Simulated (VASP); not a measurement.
## C: a series in a change of volume

Strain engineering needs slopes: what does a change of volume do to the lattice and the band edges of C?

Calculated with VASP 6.6.1; LDA; plane waves and PAW (C), in the first sound run; inputs show where later runs differ.

## 1. The starting structure

Symmetry: Fd-3m, No. 227, cubic system. The conventional cell has a = 3.567 Å, b = 3.567 Å, c = 3.567 Å, α = 90.00°, β = 90.00°, γ = 90.00°. Nearest to C lie 4 C at 1.54 Å.

Coordinates:

```xyz
2
Lattice="0.0000 1.7835 1.7835 1.7835 0.0000 1.7835 1.7835 1.7835 0.0000" Properties=species:S:1:pos:R:3 pbc="T T T"
C     0.0000    0.0000    0.0000
C     0.8918    0.8918    0.8918
```

## 2. Relax the crystal, LDA

The series starts from the cell that this level prefers, so that zero strain is near zero stress.

This step took 2 runs in a row; the last is shown.

Level: LDA; plane waves and PAW (C).

Input file INCAR:

```
SYSTEM = C
PREC = Accurate
ENCUT = 600
EDIFF = 1E-07
NELM = 120
ISMEAR = 0
SIGMA = 0.02
LREAL = .FALSE.
ALGO = Normal
GGA = CA
NBANDS = 10
LASPH = .TRUE.
LORBIT = 11
LWAVE = .FALSE.
LCHARG = .FALSE.
KPAR = 16
IBRION = 2
NSW = 40
ISIF = 3
EDIFFG = -0.005
POTIM = 0.4
```

Input file POSCAR:

```
C
1.0
    0.0000000000      1.7668691223      1.7668691223
    1.7668691223      0.0000000000      1.7668691223
    1.7668691223      1.7668691223      0.0000000000
C
2
Direct
    0.0000000000      0.0000000000      0.0000000000
    0.2500000000      0.2500000000      0.2500000000
```

Input file KPOINTS:

```
Automatic mesh
0
Gamma
14 14 14
0 0 0
```

PAW data sets: C (LDA family, release 64).

Launch:

```console
$ mpirun -np 16 vasp_std
```

The program printed:

```text
[banner, memory and clock lines left out]
running   16 mpi-ranks, on    1 nodes
[...]
|                                                                             |
|           W    W    AA    RRRRR   N    N  II  N    N   GGGG   !!!           |
|           W    W   A  A   R    R  NN   N  II  NN   N  G    G  !!!           |
|           W    W  A    A  R    R  N N  N  II  N N  N  G       !!!           |
|           W WW W  AAAAAA  RRRRR   N  N N  II  N  N N  G  GGG   !            |
|           WW  WW  A    A  R   R   N   NN  II  N   NN  G    G                |
|           W    W  A    A  R    R  N    N  II  N    N   GGGG   !!!           |
|                                                                             |
|     For optimal performance we recommend to set                             |
|       NCORE = 2 up to number-of-cores-per-socket                            |
|     NCORE specifies how many cores store one orbital (NPAR=cpu/NCORE).      |
|     This setting can greatly improve the performance of VASP for DFT.       |
[...]
|     Unfortunately you need to use the default for GW and RPA                |
|     calculations (for HF NCORE is supported but not extensively tested      |
|     yet).                                                                   |
|                                                                             |

 LDA part: xc-table for (Slater(with rela. corr.)+CA(PZ))
 , standard interpolation
 POSCAR, INCAR and KPOINTS ok, starting setup
[...]
entering main loop
       N       E                     dE             d eps       ncg     rms          rms(c)
DAV:   1     0.225764947053E-01    0.22576E-01   -0.54446E+03  2120   0.891E+02
DAV:   2    -0.207061526879E+02   -0.20729E+02   -0.19786E+02  2798   0.131E+02
DAV:   3    -0.211142547769E+02   -0.40810E+00   -0.40710E+00  2488   0.154E+01
DAV:   4    -0.211151186072E+02   -0.86383E-03   -0.86376E-03  2274   0.831E-01
[...]
DAV:   9    -0.202521614011E+02    0.12387E-04   -0.34034E-05  2370   0.497E-02    0.194E-02
DAV:  10    -0.202521627672E+02   -0.13661E-05   -0.17725E-06  2274   0.121E-02    0.447E-03
DAV:  11    -0.202521627009E+02    0.66293E-07   -0.56512E-08  1640   0.199E-03
   1 F= -.20252163E+02 E0= -.20252163E+02  d E =-.202522E+02
[...]
reached required accuracy - stopping structural energy minimisation
```

Run time: 1.6 s. Hardware: 16 MPI ranks of Intel Xeon 6975P-C (Granite Rapids), shared host; peak memory 1.8 GiB.

The logs omit lines about the potential files and the build; timing stands in the text.

Parts of OUTCAR (step 2):

```text
  Total        0.0025777      0.0025777      0.0025777      0.0000000      0.0000000      0.0000000
  in kB        0.3743643      0.3743643      0.3743643      0.0000000      0.0000000      0.0000000
  external PRESSURE =       0.3743643 kB  Pullay stress =       0.0000000 kB

 POSITION                                       TOTAL-FORCE (eV/Angst)
 -----------------------------------------------------------------------------------
      0.00000      0.00000      0.00000        -0.000000      0.000000     -0.000000
      0.88343      0.88343      0.88343         0.000000     -0.000000      0.000000
 -----------------------------------------------------------------------------------
    total drift:                                0.000000      0.000000      0.000000

  FREE ENERGIE OF THE ION-ELECTRON SYSTEM (eV)
  ---------------------------------------------------
  free  energy   TOTEN  =       -20.2521627009 eV

  energy  without entropy=      -20.2521627009  energy(sigma->0) =      -20.25216270

 reached required accuracy - stopping structural energy minimisation

[... 3 further parts left out ...]
[key lines of the parts left out:]
E-fermi :  10.2749
```

Numbers from this step:

```
energy(sigma→0) of the program : -20.2522 eV
stress, compression positive   : xx, yy, zz 0.04, 0.04, 0.04 GPa
volume                         : 11.032 Å³
ionic steps                    : 1
```

## 3. Relax at fixed volume, LDA

One member in full: the volume is scaled by 0.985, and the cell is held.

Level: LDA; plane waves and PAW (C).

INCAR, as its differences from that of step 2:

```diff
@@ -15,7 +15,8 @@
 LCHARG = .FALSE.
-KPAR = 16
+KPAR = 4
 IBRION = 2
 NSW = 40
-ISIF = 3
-EDIFFG = -0.005
+ISIF = 2
+EDIFFG = -0.004
 POTIM = 0.4
+MAXMIX = 40
```

Input file POSCAR:

```
C
1.0
    0.0000000000      1.7579902331      1.7579902331
    1.7579902331      0.0000000000      1.7579902331
    1.7579902331      1.7579902331      0.0000000000
C
2
Direct
    0.0000000000      0.0000000000      0.0000000000
    0.2500000000      0.2500000000      0.2500000000
```

KPOINTS is that of step 2.

Launch:

```console
$ mpirun -np 4 vasp_std
```

The program printed:

```text
[banner, memory and clock lines left out]
running    4 mpi-ranks, on    1 nodes
[...]
LDA part: xc-table for (Slater(with rela. corr.)+CA(PZ))
 , standard interpolation
 POSCAR, INCAR and KPOINTS ok, starting setup
[...]
entering main loop
       N       E                     dE             d eps       ncg     rms          rms(c)
DAV:   1     0.158440899170E+00    0.15844E+00   -0.54855E+03  2104   0.894E+02
DAV:   2    -0.207251407126E+02   -0.20884E+02   -0.20110E+02  2844   0.133E+02
DAV:   3    -0.211447102199E+02   -0.41957E+00   -0.41870E+00  2434   0.154E+01
DAV:   4    -0.211456127063E+02   -0.90249E-03   -0.90246E-03  2256   0.867E-01
[...]
DAV:   9    -0.202475737836E+02    0.12933E-04   -0.34955E-05  2366   0.504E-02    0.195E-02
DAV:  10    -0.202475751096E+02   -0.13260E-05   -0.17715E-06  2282   0.121E-02    0.455E-03
DAV:  11    -0.202475750457E+02    0.63896E-07   -0.55916E-08  1618   0.199E-03
   1 F= -.20247575E+02 E0= -.20247575E+02  d E =-.202476E+02
[...]
reached required accuracy - stopping structural energy minimisation
```

Wall time 2.6 s (4 MPI ranks); peak memory 0.44 GiB; 5.8 s of CPU time.

OUTCAR, selected parts (step 3):

```text
  Total        0.4954302      0.4954302      0.4954302      0.0000000      0.0000000      0.0000000
  in kB       73.0488953     73.0488953     73.0488953      0.0000000      0.0000000      0.0000000
  external PRESSURE =      73.0488953 kB  Pullay stress =       0.0000000 kB

 POSITION                                       TOTAL-FORCE (eV/Angst)
 -----------------------------------------------------------------------------------
      0.00000      0.00000      0.00000         0.000000      0.000000      0.000000
      0.87900      0.87900      0.87900        -0.000000     -0.000000     -0.000000
 -----------------------------------------------------------------------------------
    total drift:                                0.000000      0.000000      0.000000

  FREE ENERGIE OF THE ION-ELECTRON SYSTEM (eV)
  ---------------------------------------------------
  free  energy   TOTEN  =       -20.2475750457 eV

  energy  without entropy=      -20.2475750457  energy(sigma->0) =      -20.24757505

[... 2 parts as in an earlier step ...]

[... 2 further parts left out ...]
[key lines of the parts left out:]
E-fermi :  10.4768
```

Read from the output:

- energy(sigma→0) of the program: -20.2476 eV
- stress, compression positive: xx, yy, zz 7.30, 7.30, 7.30 GPa
- ionic steps: 1

## 4. Dielectric response, LDA

Linear response gives the dielectric tensors, Born charges and zone-centre modes.

Level: LDA; plane waves and PAW (C).

Input file INCAR:

```
SYSTEM = C
PREC = Accurate
ENCUT = 600
EDIFF = 1E-08
NELM = 120
ISMEAR = 0
SIGMA = 0.02
LREAL = .FALSE.
ALGO = Normal
GGA = CA
NBANDS = 10
LASPH = .TRUE.
LWAVE = .FALSE.
LCHARG = .FALSE.
KPAR = 4
LEPSILON = .TRUE.
IBRION = 8
NSW = 1
```

POSCAR is that of step 3.

Input file KPOINTS:

```
Automatic mesh
0
Gamma
11 11 11
0 0 0
```

Launch:

```console
$ mpirun -np 4 vasp_std
```

The program printed:

```text
[... set-up lines as in an earlier step ...]
 entering main loop
       N       E                     dE             d eps       ncg     rms          rms(c)
DAV:   1    -0.532978210474E+00   -0.53298E+00   -0.54071E+03  1144   0.894E+02
DAV:   2    -0.207551580262E+02   -0.20222E+02   -0.18989E+02  1516   0.132E+02
DAV:   3    -0.211447821023E+02   -0.38962E+00   -0.38856E+00  1330   0.150E+01
DAV:   4    -0.211456090120E+02   -0.82691E-03   -0.82688E-03  1260   0.792E-01
[...]
DAV:  11    -0.202475595458E+02    0.64105E-07   -0.59004E-08  1276   0.202E-03    0.705E-04
DAV:  12    -0.202475595345E+02    0.11254E-07   -0.12128E-09   670   0.350E-04    0.155E-04
DAV:  13    -0.202475595323E+02    0.22253E-08   -0.73169E-11   600   0.913E-05
   1 F= -.20247560E+02 E0= -.20247560E+02  d E =-.389083E-16
 Linear response reoptimize wavefunctions to high precision
DAV:   1    -0.202475595318E+02    0.49499E-09   -0.23119E-12   654   0.176E-05
DAV:   2    -0.202475595318E+02    0.70486E-11   -0.42131E-13   582   0.439E-06
 Linear response G [H, r] |phi>, progress :
  Direction:   1
       N       E                     dE             d eps       ncg     rms
RMM:   1    -0.316782330254E+02   -0.31678E+02    0.54793E+00  2595   0.434E+01
RMM:   2    -0.324004952405E+02   -0.72226E+00   -0.10052E+00  1780   0.867E+00
RMM:   3    -0.324115820495E+02   -0.11087E-01   -0.33314E-03  1866   0.518E-01
RMM:   4    -0.324116645621E+02   -0.82513E-04   -0.29467E-05  1958   0.404E-02
RMM:   5    -0.324116649706E+02   -0.40845E-06   -0.39993E-07  1940   0.365E-03
RMM:   6    -0.324116649637E+02    0.68423E-08   -0.28351E-08  1787   0.360E-04
 Linear response G [H, r] |phi>, progress :
  Direction:   2
       N       E                     dE             d eps       ncg     rms
RMM:   1    -0.352773738690E+02   -0.35277E+02   -0.51038E+01  2597   0.415E+01
RMM:   2    -0.329029116155E+02    0.23745E+01   -0.65771E-01  1784   0.732E+00
RMM:   3    -0.329069981294E+02   -0.40865E-02   -0.25506E-03  1867   0.425E-01
RMM:   4    -0.329070184125E+02   -0.20283E-04   -0.20957E-05  1994   0.342E-02
RMM:   5    -0.329070184598E+02   -0.47319E-07   -0.32391E-07  1953   0.292E-03
RMM:   6    -0.329070184478E+02    0.11996E-07   -0.19583E-08  1811   0.288E-04
RMM:   7    -0.329070184431E+02    0.47072E-08    0.97398E-09  1443   0.380E-05
 Linear response G [H, r] |phi>, progress :
  Direction:   3
       N       E                     dE             d eps       ncg     rms
RMM:   1    -0.283752924532E+02   -0.28375E+02   -0.90798E+00  2468   0.406E+01
RMM:   2    -0.224162363452E+02    0.59591E+01   -0.79508E-01  1753   0.786E+00
RMM:   3    -0.224359841584E+02   -0.19748E-01   -0.50532E-03  1880   0.492E-01
RMM:   4    -0.224361939755E+02   -0.20982E-03   -0.11004E-03  1927   0.409E-02
RMM:   5    -0.224361034335E+02    0.90542E-04   -0.12959E-04  1885   0.400E-03
[...]
change of polarisation eV/A/(eV/A) component  1 :     0.285     0.095     0.029
 dielectric tensor                  component  1 :     5.747     1.580     0.486
 Linear response to external field, progress :
  Direction:   2
       N       E                     dE             d eps       ncg     rms          rms(c)
RMM:   1    -0.144402051231E+00   -0.14440E+00   -0.51547E-01  5521   0.205E+00
RMM:   2    -0.147741810369E+00   -0.33398E-02   -0.83462E-04  3991   0.241E-01    0.681E-01
RMM:   3    -0.145534632135E+00    0.22072E-02   -0.73303E-04  3982   0.209E-01    0.397E-01
RMM:   4    -0.150191079987E+00   -0.46564E-02   -0.10660E-03  3996   0.254E-01    0.328E-02
RMM:   5    -0.150588332160E+00   -0.39725E-03   -0.11431E-05  4087   0.267E-02    0.273E-03
RMM:   6    -0.150601384249E+00   -0.13052E-04   -0.33598E-08  4210   0.164E-03    0.148E-03
RMM:   7    -0.150604627870E+00   -0.32436E-05   -0.51060E-09  4209   0.686E-04    0.101E-04
RMM:   8    -0.150605165616E+00   -0.53775E-06   -0.73208E-11  3379   0.616E-05    0.249E-05
RMM:   9    -0.150605056181E+00    0.10944E-06    0.00000E+00  1772   0.193E-05    0.213E-06
 change of polarisation eV/A/(eV/A) component  2 :     0.078     0.285    -0.006
 dielectric tensor                  component  2 :     1.291     5.747    -0.097
 Linear response to external field, progress :
  Direction:   3
       N       E                     dE             d eps       ncg     rms          rms(c)
RMM:   1    -0.144398232684E+00   -0.14440E+00   -0.51543E-01  5521   0.205E+00
RMM:   2    -0.147741814505E+00   -0.33436E-02   -0.83514E-04  3992   0.241E-01    0.681E-01
RMM:   3    -0.145534666439E+00    0.22071E-02   -0.73094E-04  3984   0.209E-01    0.397E-01
RMM:   4    -0.150191167905E+00   -0.46565E-02   -0.10634E-03  3997   0.254E-01    0.328E-02
RMM:   5    -0.150588314000E+00   -0.39715E-03   -0.11415E-05  4091   0.267E-02    0.273E-03
RMM:   6    -0.150601385230E+00   -0.13071E-04   -0.33249E-08  4212   0.163E-03    0.149E-03
RMM:   7    -0.150604627482E+00   -0.32423E-05   -0.50837E-09  4210   0.685E-04    0.100E-04
RMM:   8    -0.150605167353E+00   -0.53987E-06   -0.68952E-11  3371   0.609E-05    0.248E-05
RMM:   9    -0.150605056325E+00    0.11103E-06    0.00000E+00  1774   0.195E-05    0.214E-06
 change of polarisation eV/A/(eV/A) component  3 :     0.012     0.060     0.285
 dielectric tensor                  component  3 :     0.193     1.001     5.747
 Linear response DOF=           1
 Linear response progress:
  Degree of freedom:   1/  1
       N       E                     dE             d eps       ncg     rms          rms(c)
RMM:   1    -0.120681406840E+00   -0.12068E+00   -0.23265E-02 10255   0.208E+00
RMM:   2    -0.111108919279E+00    0.95725E-02   -0.41340E-03  6582   0.398E-01    0.193E-01
RMM:   3    -0.111102512677E+00    0.64066E-05   -0.42980E-04  6531   0.116E-01    0.105E-01
RMM:   4    -0.111915532867E+00   -0.81302E-03   -0.38633E-04  6443   0.120E-01    0.134E-02
[...]
RMM:   8    -0.111858719387E+00    0.12212E-06   -0.32830E-09  7162   0.397E-05    0.105E-05
RMM:   9    -0.111858586918E+00    0.13247E-06    0.34477E-08  7369   0.138E-05    0.140E-06
RMM:  10    -0.111858589210E+00   -0.22922E-08   -0.20537E-08  5959   0.140E-06    0.176E-07
 first order change of Fermi-energy   0.64414E-04
 force on displaced ion       1 direction 1 : -39.906  -0.000  -0.000
 Born effective charge ion    1 direction 1 :  -0.000   0.000   0.000
 Born effective charges drift removed
 Linear response finished
```

Wall time 17 s (4 MPI ranks); peak memory 0.78 GiB.

Parts of OUTCAR (step 4):

```text
  LATTYP: Found a face centered cubic cell.
 ALAT       =     3.5159804662

 Subroutine GETGRP returns: Found 48 space group operations
 (whereof 24 operations were pure point group operations)

The static configuration has the point symmetry T_d .
 The point group associated with its full space group is O_h .

 Found     56 irreducible k-points:

   k-points           NKPTS =     56   k-points in BZ     NKDIM =     56   number of bands    NBANDS=     10

   dimension x,y,z NGX =    20 NGY =   20 NGZ =   20
   dimension x,y,z NGXF=    40 NGYF=   40 NGZF=   40

   ENCUT  =  600.0 eV  44.10 Ry    6.64 a.u.   4.97  4.97  4.97*2*pi/ulx,y,z

   NELECT =       8.0000    total number of electrons

  Total        0.4955352      0.4955352      0.4955352      0.0000000      0.0000000      0.0000000
  in kB       73.0643779     73.0643779     73.0643779      0.0000000      0.0000000      0.0000000
  external PRESSURE =      73.0643779 kB  Pullay stress =       0.0000000 kB

 MACROSCOPIC STATIC DIELECTRIC TENSOR (including local field effects in DFT)
 ------------------------------------------------------
           5.746714    -0.000000    -0.000000
          -0.000000     5.746714     0.000000
          -0.000000    -0.000000     5.746714
 ------------------------------------------------------

 PIEZOELECTRIC TENSOR (including local field effects)  for field in x, y, z        (C/m^2)
          XX          YY          ZZ          XY          YZ          ZX
  --------------------------------------------------------------------------------
  x     0.00000     0.00000     0.00000     0.00000     0.00000     0.00000
  y     0.00000    -0.00000     0.00000     0.00000     0.00000     0.00000
  z     0.00000     0.00000     0.00000     0.00000     0.00000     0.00000

 BORN EFFECTIVE CHARGES (including local field effects) (in |e|, cummulative output)
 ---------------------------------------------------------------------------------
 ion    1
    1    -0.00000     0.00000     0.00000
    2     0.00000    -0.00000    -0.00000
    3     0.00000     0.00000    -0.00000
 ion    2
    1     0.00000    -0.00000    -0.00000
    2     0.00000     0.00000     0.00000
    3    -0.00000     0.00000     0.00000

 Eigenvectors and eigenvalues of the dynamical matrix
 ----------------------------------------------------

   1 f  =   40.299316 THz   253.208070 2PiTHz 1344.240485 cm-1   166.664504 meV
             X         Y         Z           dx          dy          dz
      0.000000  0.000000  0.000000     0.707107    0.000000    0.000000
      0.878995  0.878995  0.878995    -0.707107    0.000000    0.000000

   2 f  =   40.299316 THz   253.208070 2PiTHz 1344.240485 cm-1   166.664504 meV
             X         Y         Z           dx          dy          dz
      0.000000  0.000000  0.000000     0.000000   -0.642971    0.294259
      0.878995  0.878995  0.878995     0.000000    0.642971   -0.294259

   3 f  =   40.299316 THz   253.208070 2PiTHz 1344.240485 cm-1   166.664504 meV
             X         Y         Z           dx          dy          dz
      0.000000  0.000000  0.000000     0.000000   -0.294259   -0.642971
      0.878995  0.878995  0.878995     0.000000    0.294259    0.642971

   4 f  =    0.000000 THz     0.000001 2PiTHz    0.000003 cm-1     0.000000 meV
             X         Y         Z           dx          dy          dz
      0.000000  0.000000  0.000000     0.000000    0.223919   -0.670716
      0.878995  0.878995  0.878995     0.000000    0.223919   -0.670716

   5 f  =    0.000000 THz     0.000000 2PiTHz    0.000000 cm-1     0.000000 meV
             X         Y         Z           dx          dy          dz
      0.000000  0.000000  0.000000     0.707107    0.000000    0.000000
      0.878995  0.878995  0.878995     0.707107    0.000000    0.000000

   6 f/i=    0.000001 THz     0.000003 2PiTHz    0.000017 cm-1     0.000002 meV
             X         Y         Z           dx          dy          dz
      0.000000  0.000000  0.000000     0.000000    0.670716    0.223919
      0.878995  0.878995  0.878995     0.000000    0.670716    0.223919

 MACROSCOPIC STATIC DIELECTRIC TENSOR IONIC CONTRIBUTION
 ------------------------------------------------------
           0.000000    -0.000000    -0.000000
          -0.000000     0.000000     0.000000
          -0.000000     0.000000     0.000000
 ------------------------------------------------------

 ELASTIC MODULI CONTR FROM IONIC RELAXATION (kBar)
 Direction    XX          YY          ZZ          XY          YZ          ZX
 --------------------------------------------------------------------------------
 XX          -0.0000     -0.0000     -0.0000     -0.0000     -0.0000      0.0000
 YY          -0.0000     -0.0000     -0.0000     -0.0000     -0.0000     -0.0000
 ZZ          -0.0000     -0.0000     -0.0000     -0.0000     -0.0000      0.0000
 XY          -0.0000     -0.0000     -0.0000    -92.4347      0.0000      0.0000
 YZ          -0.0000     -0.0000     -0.0000      0.0000    -92.4347      0.0000
 ZX           0.0000     -0.0000      0.0000      0.0000      0.0000    -92.4347
 --------------------------------------------------------------------------------

 PIEZOELECTRIC TENSOR IONIC CONTR  for field in x, y, z        (C/m^2)
          XX          YY          ZZ          XY          YZ          ZX
  --------------------------------------------------------------------------------
  x    -0.00000    -0.00000    -0.00000     0.00000    -0.00000     0.00000
  y     0.00000    -0.00000     0.00000    -0.00000     0.00000    -0.00000
  z    -0.00000    -0.00000    -0.00000    -0.00000     0.00000     0.00000

[... 2 parts as in an earlier step ...]

[... 3 further parts left out ...]
```

CONTCAR:

```
C
   1.00000000000000
     0.0000000000000000    1.7579902330999999    1.7579902330999999
     1.7579902330999999    0.0000000000000000    1.7579902330999999
     1.7579902330999999    1.7579902330999999    0.0000000000000000
  C
     2
Direct
     0.0000000000000000    0.0000000000000000    0.0000000000000000
     0.2500000000000000    0.2500000000000000    0.2500000000000000
```

Numbers from this step:

```
ε∞, diagonal : 5.75, 5.75, 5.75
```

[end of part 1 of 2]

[Lines on the potential files, build, host, timing and source positions are cut from VASP's logs without a mark.]

[Logs are printed without paths, hosts, clocks, repeated set-up lines and the standing remarks that a program may print on its own settings, such as how far it seeks lower states.]

[Hosts, paths, dates, database ids (printed as entryN), source tags and the programs' standing remarks are cut or masked in the printed files.]

[In band tables of VASP the shares of atoms and orbitals are scaled to a sum of 1 inside the atoms' spheres.]
